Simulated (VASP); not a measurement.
Here is the system:

```xyz
2
Lattice="1.6387 -2.8383 0.0000 1.6387 2.8383 0.0000 0.0000 0.0000 5.0845" Properties=species:S:1:pos:R:3 pbc="T T T"
Sc     1.6387     0.9461     1.2711
Sc     1.6387    -0.9461     3.8134
```

The numbers are results of PBEsol GGA, VASP's PBE PAW potentials (set 64) (plane waves; VASP), not measurements. Numerical set-up: 520 eV cut-off, Gaussian smearing of 0.050 eV, potentials Sc_sv.

Q: Give the energies of bands 9 to 14 at the high-symmetry points, in eV from the Fermi level.

A: 
```
band      Γ      M      K      A      L      H
----  -----  -----  -----  -----  -----  -----
9     -5.21  -1.65  -0.73  -3.61  -1.54  -0.43
10    -1.70  -1.11  -0.73  -3.61  -1.54  -0.43
11     0.75  -0.73  -0.63   1.01   0.08  -0.16
12     1.63  -0.33  -0.56   1.01   0.08  -0.16
13     1.63   1.35   1.05   1.53   1.36   0.30
14     1.94   1.36   1.05   1.53   1.36   0.30
```

It has no gap at this level: it comes out as a metal or semimetal.

The compound is Sc in the hcp structure. It was relaxed first, which changed the volume by -5 %.
